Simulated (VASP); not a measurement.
# GaAs: quasiparticle gap under strain

How does the quasiparticle gap of GaAs follow strain, and does the starting functional get the slope right? The cell is of the zinc-blende type, one of the forms listed for this formula, which need not be the common one. The start is a cell from a database of measured crystal structures.

Main program and level: VASP 6.6.1; r2SCAN; plane waves and PAW (As_GW, Ga_d_GW), in the first sound run; inputs show where later runs differ.

### Step 1. The starting structure

It takes space group F-43m (No. 216, cubic). Conventional cell: a = 5.654 Å, b = 5.654 Å, c = 5.654 Å, α = 90.00°, β = 90.00°, γ = 90.00°. Nearest to As lie 4 Ga at 2.45 Å. Nearest to Ga lie 4 As at 2.45 Å. Farther neighbours are not listed.

### Step 2. Ground state

The orbitals come from a self-consistent r2SCAN run with a tight EDIFF and a narrow smearing. KPOINTS_OPT adds the bands along a path, which shows whether the mesh holds the band edges.

INCAR

```
SYSTEM = GaAs
PREC = Accurate
ENCUT = 430
EDIFF = 1E-08
NELM = 100
ISMEAR = 0
SIGMA = 0.01
LREAL = .FALSE.
ALGO = Normal
METAGGA = R2SCAN
LASPH = .TRUE.
NBANDS = 15
LORBIT = 11
LWAVE = .TRUE.
LCHARG = .FALSE.
KPAR = 8
```

POSCAR

```
GaAs
1.0
    0.0000000000      2.8268500000      2.8268500000
    2.8268500000      0.0000000000      2.8268500000
    2.8268500000      2.8268500000      0.0000000000
As Ga
1 1
Direct
    0.7500000000      0.7500000000      0.7500000000
    0.0000000000      0.0000000000      0.0000000000
```

KPOINTS

```
Automatic mesh
0
Gamma
6 6 6
0 0 0
```

KPOINTS_OPT

```
Line mode
12
Line-mode
Reciprocal
  0.00000000   0.00000000   0.00000000 GAMMA
  0.50000000   0.00000000   0.50000000 X

  0.50000000   0.00000000   0.50000000 X
  0.50000000   0.25000000   0.75000000 W

  0.50000000   0.25000000   0.75000000 W
  0.37500000   0.37500000   0.75000000 K

  0.37500000   0.37500000   0.75000000 K
  0.00000000   0.00000000   0.00000000 GAMMA

  0.00000000   0.00000000   0.00000000 GAMMA
  0.50000000   0.50000000   0.50000000 L

  0.50000000   0.50000000   0.50000000 L
  0.62500000   0.25000000   0.62500000 U

  0.62500000   0.25000000   0.62500000 U
  0.50000000   0.25000000   0.75000000 W

  0.50000000   0.25000000   0.75000000 W
  0.50000000   0.50000000   0.50000000 L

  0.50000000   0.50000000   0.50000000 L
  0.37500000   0.37500000   0.75000000 K

  0.62500000   0.25000000   0.62500000 U
  0.50000000   0.00000000   0.50000000 X
```

PAW data sets: As_GW and Ga_d_GW (PBE family, release 64).

Started as:

```bash
$ mpirun -np 8 vasp_std
```

What it wrote:

```text
[banner, memory and clock lines left out]
running    8 mpi-ranks, on    1 nodes
 distrk:  each k-point on    1 cores,    8 groups
 distr:  one band on    1 cores,    1 groups

 POSCAR found type information on POSCAR AsGa
 POSCAR found :  2 types and       2 ions
|                                                                             |
|           W    W    AA    RRRRR   N    N  II  N    N   GGGG   !!!           |
|           W    W   A  A   R    R  NN   N  II  NN   N  G    G  !!!           |
|           W    W  A    A  R    R  N N  N  II  N N  N  G       !!!           |
|           W WW W  AAAAAA  RRRRR   N  N N  II  N  N N  G  GGG   !            |
|           WW  WW  A    A  R   R   N   NN  II  N   NN  G    G                |
|           W    W  A    A  R    R  N    N  II  N    N   GGGG   !!!           |
|                                                                             |
|     For optimal performance we recommend to set                             |
|       NCORE = 2 up to number-of-cores-per-socket                            |
|     NCORE specifies how many cores store one orbital (NPAR=cpu/NCORE).      |
|     This setting can greatly improve the performance of VASP for DFT.       |
|     The default, NCORE=1 might be grossly inefficient on modern             |
|     multi-core architectures or massively parallel machines. Do your        |
|     Unfortunately you need to use the default for GW and RPA                |
|     calculations (for HF NCORE is supported but not extensively tested      |
|     yet).                                                                   |
|                                                                             |

|                                                                             |
|               ----> ADVICE to this user running VASP <----                  |
|                                                                             |
|     You enforced a specific xc type in the INCAR file but a different       |
|     [... a line on the potential file left out ...]
|     I HOPE YOU KNOW WHAT YOU ARE DOING!                                     |
|                                                                             |

 LDA part: xc-table for (None), standard interpolation
 POSCAR, INCAR and KPOINTS ok, starting setup
 FFT: planning ... GRIDC
 FFT: planning ... GRID_SOFT
 FFT: planning ... GRID
 WAVECAR not read
 entering main loop
       N       E                     dE             d eps       ncg     rms          rms(c)
DAV:   1     0.972002260865E+02    0.97200E+02   -0.96530E+03   512   0.136E+03
DAV:   2    -0.231491627493E+02   -0.12035E+03   -0.11699E+03   543   0.307E+02
DAV:   3    -0.292792023925E+02   -0.61300E+01   -0.60886E+01   620   0.670E+01
DAV:   4    -0.294797044271E+02   -0.20050E+00   -0.20045E+00   662   0.142E+01
DAV:   5    -0.294819786311E+02   -0.22742E-02   -0.22742E-02   642   0.115E+00    0.424E+00
DAV:   6    -0.270864287100E+02    0.23955E+01   -0.86398E-01   606   0.230E+01    0.256E+00
DAV:   7    -0.270636552516E+02    0.22773E-01   -0.25109E-01   627   0.101E+01    0.917E-01
DAV:   8    -0.270655211790E+02   -0.18659E-02   -0.15744E-02   804   0.207E+00    0.297E-01
DAV:   9    -0.270652410498E+02    0.28013E-03   -0.13791E-02   613   0.278E+00    0.813E-02
DAV:  10    -0.270648917079E+02    0.34934E-03   -0.22696E-03   662   0.122E+00    0.171E-02
DAV:  11    -0.270649152036E+02   -0.23496E-04   -0.94370E-05   710   0.157E-01    0.140E-02
DAV:  12    -0.270648983107E+02    0.16893E-04   -0.85508E-05   669   0.235E-01    0.409E-03
DAV:  13    -0.270648993272E+02   -0.10165E-05   -0.73079E-06   634   0.725E-02    0.734E-04
DAV:  14    -0.270648991232E+02    0.20397E-06   -0.15864E-07   693   0.909E-03    0.236E-04
DAV:  15    -0.270648990234E+02    0.99786E-07   -0.27560E-08   522   0.390E-03    0.725E-05
DAV:  16    -0.270648989973E+02    0.26159E-07   -0.26166E-09   380   0.110E-03    0.320E-05
DAV:  17    -0.270648989842E+02    0.13073E-07   -0.99651E-10   338   0.732E-04    0.191E-05
DAV:  18    -0.270648989859E+02   -0.16980E-08   -0.20665E-10   345   0.236E-04
   1 F= -.27064899E+02 E0= -.27064899E+02  d E =-.859176E-57
 Start KPOINTS_OPT (optional k-point list driver)
k-point batch [1-16\120]
       N       E                     dE             ncg
DAV:   1     0.164384001622E+02   -0.60080E+04      528
DAV:   2    -0.192377897236E+04   -0.19402E+04      501
DAV:   3    -0.203303162109E+04   -0.10925E+03      669
DAV:   4    -0.203669353058E+04   -0.36619E+01      612
DAV:   5    -0.203677616668E+04   -0.82636E-01      729
DAV:   6    -0.203677727073E+04   -0.11041E-02      646
DAV:   7    -0.203677729419E+04   -0.23454E-04      722
DAV:   8    -0.203677729454E+04   -0.35471E-06      652
DAV:   9    -0.203677729455E+04   -0.66455E-08      609
[...]
k-point batch [113-120\120]
       N       E                     dE             ncg
DAV:   1     0.492609917182E+04   -0.48450E+04      264
DAV:   2     0.395865887976E+04   -0.96744E+03      261
DAV:   3     0.390474301907E+04   -0.53916E+02      324
DAV:   4     0.390284167511E+04   -0.19013E+01      353
DAV:   5     0.390282410335E+04   -0.17572E-01      310
DAV:   6     0.390282355591E+04   -0.54744E-03      353
DAV:   7     0.390282355125E+04   -0.46513E-05      317
DAV:   8     0.390282355112E+04   -0.13556E-06      395
DAV:   9     0.390282355112E+04   -0.14079E-08      260
 writing wavefunctions
```

Wall time 44 s (8 MPI ranks of AMD EPYC 7R43, shared host); peak memory 1.1 GiB; 5.7 min of CPU time.

Lines that name or quote the potential files are left out of all logs, and their timing lines are given in words.

From OUTCAR (step 2):

```text
ion  position               nearest neighbor table
   1  0.750  0.750  0.750-   2 2.45   2 2.45   2 2.45   2 2.45
   2  0.000  0.000  0.000-   1 2.45   1 2.45   1 2.45   1 2.45

  LATTYP: Found a face centered cubic cell.
 ALAT       =     5.6537000000

 Subroutine GETGRP returns: Found 24 space group operations
 (whereof 24 operations were pure point group operations)

The static configuration has the point symmetry T_d .

 Found     16 irreducible k-points:

   k-points           NKPTS =     16   k-points in BZ     NKDIM =     16   number of bands    NBANDS=     15

   dimension x,y,z NGX =    28 NGY =   28 NGZ =   28
   dimension x,y,z NGXF=    56 NGYF=   56 NGZF=   56

   ENCUT  =  430.0 eV  31.60 Ry    5.62 a.u.   6.76  6.76  6.76*2*pi/ulx,y,z

   NELECT =      18.0000    total number of electrons

 k-points in reciprocal lattice and weights: Automatic mesh
   0.00000000  0.00000000  0.00000000       0.005
   0.16666667  0.00000000  0.00000000       0.037
   0.33333333  0.00000000  0.00000000       0.037
   0.50000000  0.00000000  0.00000000       0.019
   0.16666667  0.16666667  0.00000000       0.028
   0.33333333  0.16666667  0.00000000       0.111
   0.50000000  0.16666667  0.00000000       0.111
  -0.33333333  0.16666667  0.00000000       0.111
  -0.16666667  0.16666667  0.00000000       0.056
[...]
-0.33333333  0.33333333  0.16666667       0.111
  -0.33333333  0.50000000  0.16666667       0.056

 average (electrostatic) potential at core
       1 -54.9934       2 -71.3169

 E-fermi :   3.7148

 k-point     1 :       0.0000    0.0000    0.0000
  band No.  band energies     occupation
    ...
      5     -11.5334      2.00000
      6      -9.6029      2.00000
      7       3.6044      2.00000
      8       3.6044      2.00000
      9       3.6044      2.00000
     10       4.5914      0.00000
     11       7.6427      0.00000
     12       7.6429      0.00000
     13       7.6429      0.00000
     14      11.8449      0.00000
    ...

 k-point     2 :       0.1667    0.0000    0.0000
  band No.  band energies     occupation
    ...
      5     -11.5333      2.00000
      6      -9.2654      2.00000
      7       0.9074      2.00000
      8       3.2120      2.00000
      9       3.2121      2.00000
     10       5.6119      0.00000
     11       8.2116      0.00000
     12       8.2117      0.00000
     13       8.6985      0.00000
     14      13.1582      0.00000
    ...

 k-point     3 :       0.3333    0.0000    0.0000
  band No.  band energies     occupation
    ...
      5     -11.5315      2.00000
      6      -8.3980      2.00000
      7      -1.8895      2.00000
      8       2.6431      2.00000
      9       2.6432      2.00000
     10       5.1820      0.00000
     11       8.6508      0.00000
     12       8.6510      0.00000
     13      11.3866      0.00000
     14      13.0042      0.00000
    ...

  Total        0.0865095      0.0865095      0.0865095      0.0000000      0.0000000     -0.0000000
  in kB        3.0678622      3.0678622      3.0678622      0.0000000      0.0000000     -0.0000000
  external PRESSURE =       3.0678622 kB  Pullay stress =       0.0000000 kB

  energy-cutoff  :      430.00
  volume of cell :       45.18
      direct lattice vectors                 reciprocal lattice vectors
     0.000000000  2.826850000  2.826850000    -0.176875321  0.176875321  0.176875321
     2.826850000  0.000000000  2.826850000     0.176875321 -0.176875321  0.176875321
     2.826850000  2.826850000  0.000000000     0.176875321  0.176875321 -0.176875321

 POSITION                                       TOTAL-FORCE (eV/Angst)
 -----------------------------------------------------------------------------------
      4.24027      4.24027      4.24027        -0.000000     -0.000000     -0.000000
      0.00000      0.00000      0.00000         0.000000      0.000000      0.000000
 -----------------------------------------------------------------------------------
    total drift:                               -0.000326     -0.000326     -0.000319

  FREE ENERGIE OF THE ION-ELECTRON SYSTEM (eV)
  ---------------------------------------------------
  free  energy   TOTEN  =       -27.0648989859 eV

  energy  without entropy=      -27.0648989859  energy(sigma->0) =      -27.06489899

 total charge
# of ion       s       p       d       tot
------------------------------------------
    1        1.176   1.614   0.032   2.821
    2        0.846   0.801   9.948  11.596
--------------------------------------------------
tot          2.022   2.415   9.980  14.418

[... 3 further parts left out ...]
```

The PAW data sets were made with PBE, which is usual practice but a small mismatch for other functionals.

Numbers from this step:

```
free energy (TOTEN)               : -27.06 eV
Fermi energy                      : 3.715 eV
pressure                          : 0.3068 GPa
least gap on mesh and path        : 0.9870 eV
least direct gap on mesh and path : 0.9870 eV
```

The highest empty bands on the path are converged less tightly, to about 0.1 eV. The electronic bands at the labelled points (eV, zero at the valence-band top; v1 is the highest filled band, c1 the lowest empty one):

| point | v3 | v2 | v1 | c1 | c2 | c3 | c4 |
| --- | --- | --- | --- | --- | --- | --- | --- |
| Γ | 0.00 | 0.00 | 0.00 | 0.99 | 4.04 | 4.04 | 4.04 |
| 0.45 of the way | -3.73 | -1.57 | -1.57 | 2.42 | 3.73 | 6.66 | 6.66 |
| X | -6.99 | -2.78 | -2.78 | 1.75 | 1.95 | 10.86 | 10.86 |
| 0.45 of the way | -6.91 | -3.18 | -3.10 | 2.69 | 2.90 | 9.00 | 9.17 |
| W | -6.79 | -3.65 | -3.44 | 5.02 | 5.06 | 5.90 | 6.48 |
| 0.45 of the way | -6.78 | -3.85 | -2.94 | 3.44 | 5.10 | 6.98 | 7.41 |
| K | -6.79 | -3.97 | -2.34 | 2.27 | 5.02 | 8.53 | 8.58 |
| 0.45 of the way | -4.97 | -2.79 | -0.85 | 3.11 | 5.38 | 5.42 | 6.06 |
| Γ | 0.00 | 0.00 | 0.00 | 0.99 | 4.04 | 4.04 | 4.04 |
| 0.45 of the way | -3.80 | -0.62 | -0.62 | 1.88 | 4.87 | 4.87 | 6.06 |
| L | -6.81 | -1.19 | -1.19 | 1.36 | 4.98 | 4.98 | 8.29 |
| 0.45 of the way | -6.69 | -2.88 | -1.62 | 2.69 | 4.93 | 6.06 | 8.28 |
| U | -6.79 | -3.97 | -2.34 | 2.27 | 5.02 | 8.53 | 8.58 |
| 0.45 of the way | -6.79 | -3.89 | -2.79 | 3.12 | 5.08 | 7.28 | 7.67 |
| W | -6.79 | -3.65 | -3.44 | 5.02 | 5.06 | 5.90 | 6.48 |
| 0.45 of the way | -6.64 | -3.46 | -2.14 | 3.55 | 4.56 | 6.89 | 8.25 |
| L | -6.81 | -1.19 | -1.19 | 1.36 | 4.98 | 4.98 | 8.29 |
| 0.55 of the way | -6.66 | -3.26 | -1.76 | 2.73 | 5.26 | 6.47 | 7.89 |
| K | -6.79 | -3.97 | -2.34 | 2.27 | 5.02 | 8.53 | 8.58 |
| jump to U | -6.79 | -3.97 | -2.34 | 2.27 | 5.02 | 8.53 | 8.58 |
| 0.55 of the way | -6.94 | -3.23 | -2.69 | 1.93 | 2.72 | 9.97 | 10.15 |
| X | -6.99 | -2.78 | -2.78 | 1.75 | 1.95 | 10.86 | 10.86 |

Of the projections kept (As, Ga), the largest for each band there, as a share of the weight inside these atoms' spheres; weight between the spheres isn't counted:

| point | v3 | v2 | v1 | c1 | c2 | c3 | c4 |
| --- | --- | --- | --- | --- | --- | --- | --- |
| Γ | As 0.75 | As 0.75 | As 0.75 | Ga 0.52 | Ga 0.79 | Ga 0.79 | Ga 0.79 |
| X | Ga 0.74 | As 0.61 | As 0.61 | Ga 0.63 | Ga 0.62 | Ga 0.56 | Ga 0.56 |
| W | Ga 0.75 | As 0.63 | As 0.57 | As 0.56 | As 0.74 | Ga 0.70 | Ga 0.73 |
| K | Ga 0.73 | As 0.60 | As 0.62 | Ga 0.62 | As 0.55 | Ga 0.58 | Ga 0.55 |
| Γ | As 0.75 | As 0.75 | As 0.75 | Ga 0.52 | Ga 0.79 | Ga 0.79 | Ga 0.79 |
| L | Ga 0.62 | As 0.66 | As 0.66 | Ga 0.61 | Ga 0.67 | Ga 0.67 | As 0.58 |

The electronic bands as a text plot (rows in eV, shown from -7.0 to 4.0 only):

```
    3.8 |++ +       +             +                 +
    3.3 |  + +      +  +                             +
    2.9 |  ++ ++          +++++             ++  +     +    +   +
    2.4 | +     +  +    ++     +              ++          + ++
    2.0 |    +++ ++             +  ++++    +           + +    +++
    1.5 |+      +                +     ++++             +
    1.1 |                         +
    0.6 |
    0.1 |                       ***
   -0.3 |**                    *** ***
   -0.8 |  *                 *** *    **
   -1.2 | * *               *      *    ****           ***
   -1.7 |    *            **    *           **       *** ***
   -2.2 |  *  *          *    *     *      *  **            **
   -2.6 |      ****     *    * *                *   * *   *   ***
   -3.1 |   *     ***  *    *        *      *    * * *     *   **
   -3.5 |           ***    *                 *   ** *
   -4.0 |              ****                   ***  *        ***
   -4.5 |    *                *       *
   -4.9 |                    *
   -5.4 |     *             *          *
   -5.8 |      *           *
   -6.3 |       *         *             *
   -6.8 |        *********               ************************
         Γ       X    W  K        Γ      L     U  W     L   K|U X
```

The cell has a gap of 0.987 eV on mesh and path. Spin-orbit coupling is left out, which can shift or reorder these edges.

### Step 3. Empty bands

The next step needs empty bands that the ground-state run didn't converge, so the Hamiltonian is diagonalised exactly for NBANDS bands, in a single step. LOPTICS writes the k-derivatives of the orbitals (WAVEDER), which give the long-wavelength limit of the screening.

INCAR

```
SYSTEM = GaAs
PREC = Accurate
ENCUT = 430
ISMEAR = 0
SIGMA = 0.01
LREAL = .FALSE.
METAGGA = R2SCAN
LASPH = .TRUE.
NBANDS = 192
ALGO = Exact
NELM = 1
LWAVE = .TRUE.
LCHARG = .FALSE.
LOPTICS = .TRUE.
NEDOS = 1000
CSHIFT = 0.1
```

POSCAR is that of step 2.

KPOINTS is that of step 2.

Started as:

```bash
$ mpirun -np 8 vasp_std
```

What it wrote:

```text
[banner, memory and clock lines left out]
running    8 mpi-ranks, on    1 nodes
 distrk:  each k-point on    8 cores,    1 groups
 distr:  one band on    1 cores,    8 groups

 POSCAR found type information on POSCAR AsGa
 POSCAR found :  2 types and       2 ions
 [... a notice as in an earlier step ...]

 [... a notice as in an earlier step ...]

 LDA part: xc-table for (None), standard interpolation
 found WAVECAR, reading the header
  number of bands has changed, file:    15 present:   192
  trying to continue reading WAVECAR, but it might fail
 POSCAR, INCAR and KPOINTS ok, starting setup
 FFT: planning ... GRIDC
 FFT: planning ... GRID_SOFT
 FFT: planning ... GRID
 reading WAVECAR
 random initialization beyond band           15
 the WAVECAR file was read successfully
 initial charge from wavefunction
 entering main loop
       N       E                     dE             d eps       ncg     rms          rms(c)
DIA:   1    -0.270648989831E+02   -0.27065E+02    0.00000E+00     0   0.000E+00
   1 F= -.27064899E+02 E0= -.27064899E+02  d E =-.349886E-58
 writing wavefunctions
 optical routines
 imaginary and real dielectric function
 direction            1
 direction            2
 direction            3
```

The job ended after 23 s (8 MPI ranks; peak memory 1.1 GiB; 2.9 min of CPU time).

From OUTCAR (step 3):

```text
The static configuration has the point symmetry T_d .

 Found     16 irreducible k-points:

   k-points           NKPTS =     16   k-points in BZ     NKDIM =     16   number of bands    NBANDS=    192

   NELECT =      18.0000    total number of electrons

 E-fermi :   3.7163

 k-point     1 :       0.0000    0.0000    0.0000
  band No.  band energies     occupation
    ...
      5     -11.5335      2.00000
      6      -9.6029      2.00000
      7       3.6044      2.00000
      8       3.6044      2.00000
      9       3.6044      2.00000
     10       4.5914      0.00000
     11       7.6427      0.00000
     12       7.6429      0.00000
     13       7.6429      0.00000
     14      11.8449      0.00000
    ...

 k-point     3 :       0.3333    0.0000    0.0000
  band No.  band energies     occupation
    ...
      5     -11.5316      2.00000
      6      -8.3980      2.00000
      7      -1.8895      2.00000
      8       2.6431      2.00000
      9       2.6432      2.00000
     10       5.1820      0.00000
     11       8.6508      0.00000
     12       8.6510      0.00000
     13      11.3866      0.00000
     14      13.0042      0.00000
    ...

  Total        0.0873450      0.0873450      0.0873450      0.0000000      0.0000000      0.0000000
  in kB        3.0974929      3.0974929      3.0974929      0.0000000      0.0000000      0.0000000
  external PRESSURE =       3.0974929 kB  Pullay stress =       0.0000000 kB

 POSITION                                       TOTAL-FORCE (eV/Angst)
 -----------------------------------------------------------------------------------
      4.24027      4.24027      4.24027        -0.000000      0.000000      0.000000
      0.00000      0.00000      0.00000         0.000000     -0.000000     -0.000000
 -----------------------------------------------------------------------------------
    total drift:                               -0.000326     -0.000326     -0.000319

  FREE ENERGIE OF THE ION-ELECTRON SYSTEM (eV)
  ---------------------------------------------------
  free  energy   TOTEN  =       -27.0648989831 eV

  energy  without entropy=      -27.0648989831  energy(sigma->0) =      -27.06489898

 plasma frequency squared (from intraband transitions) (eV^2)
  --------------------------------------------------------------------------------------
       0.000       0.000      -0.000
       0.000       0.000       0.000
      -0.000       0.000       0.000

[... 10 parts as in an earlier step ...]

[... 2 further parts left out ...]
```

The gap is read on the k-mesh alone, so it is an upper bound where the band edges lie off the mesh, and a coarse mesh can show a gap where there is none.

Numbers from this step:

- gap on the k-mesh: 0.9870 eV
- least direct gap on the k-mesh: 0.9870 eV

WAVECAR now holds 192 bands for 18 electrons. Its independent-particle dielectric tensor has xx, yy, zz = 18.9, 18.9, 18.9 on this mesh. It isn't tested for convergence in mesh or bands and lacks local fields, and at a small direct gap a coarse mesh makes it too large, which overscreens the GW step.

(Continued in part 2 of 4.)

[Lines on the potential files, build, host, timing and source positions are cut from VASP's logs without a mark.]

[Logs are printed without paths, hosts, clocks, repeated set-up lines and the standing remarks that a program may print on its own settings, such as how far it seeks lower states.]

[Hosts, paths, dates, database ids (printed as entryN), source tags and the programs' standing remarks are cut or masked in the printed files.]

[Pressures printed for these runs are not shown converged in the cutoff: they can be off by several GPa and have the wrong sign.]

[In band tables of VASP the shares of atoms and orbitals are scaled to a sum of 1 inside the atoms' spheres.]
